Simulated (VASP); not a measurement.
Here is a VASP 6.6.1 calculation.

Contents of INCAR:

```
SYSTEM = NaAg2
PREC = Accurate ; ENCUT = 520
EDIFF = 1E-6 ; ISMEAR = -1
SIGMA = 0.1 ; LREAL = .FALSE.
LASPH = .TRUE. ; NELM = 100
ALGO = Fast ; ISIF = 2
LWAVE = .FALSE. ; LCHARG = .FALSE.
GGA = PE ; NBANDS = 70
```

Contents of KPOINTS:

```
Automatic mesh
0
G
  3 2 2
  0 0 0
```

File POSCAR:

```
NaAg2
1.0
    4.6018060000      0.3773060000      0.8419190000
    0.2114120000      7.7487300000      0.4559350000
   -2.0514820000      1.1753170000      7.0047820000
Ag Na
8 4
Direct
    0.5596914234      0.0301248278      0.1419837467
    0.0342574612      0.0778656315      0.7026076366
    0.1779631695      0.7312545057      0.6895439292
    0.5960277403      0.3874455758      0.1651545933
    0.6488933073      0.7441536023      0.9181704331
    0.7764588694      0.6838516569      0.2944342336
    0.1093364257      0.8746219811      0.0546466418
    0.5136526482      0.1923297640      0.7926775173
    0.7661446818      0.4969523452      0.6851134365
    0.2348273398      0.4159022652      0.4437448591
    0.6093814038      0.9156378473      0.5402127969
    0.0640471651      0.1082584953      0.3178476700
```

Potentials or basis: VASP PAW PBE potentials, release 64 (Ag, Na_pv).

Run with:

```bash
$ cat potpaw_PBE.64/Ag/POTCAR potpaw_PBE.64/Na_pv/POTCAR > POTCAR
$ mpirun -np 1 vasp_std > vasp.out
```

Problem. Estimate the band gap on the k mesh.

Solution. None (metal or under the smearing width).

Problem. What does it give for the largest force?

Solution. 0.633 eV/Å.

Problem. What does it give for the pressure?

Solution. 4.9 GPa.

Forces in eV/Å, atoms in the order of the input:
```
Ag   0.377  0.222  0.186
Ag  -0.163  0.202 -0.031
Ag  -0.292 -0.439 -0.108
Ag   0.232  0.162 -0.567
Ag  -0.325  0.082  0.223
Ag  -0.299 -0.146  0.259
Ag   0.220 -0.474  0.115
Ag   0.119  0.227  0.142
Na   0.013 -0.364  0.338
Na   0.199  0.228 -0.064
Na  -0.162  0.277 -0.287
Na   0.081  0.023 -0.206
```

Caveat: the k mesh is coarse (spacing up to 0.45 Å⁻¹), so the values aren't converged.
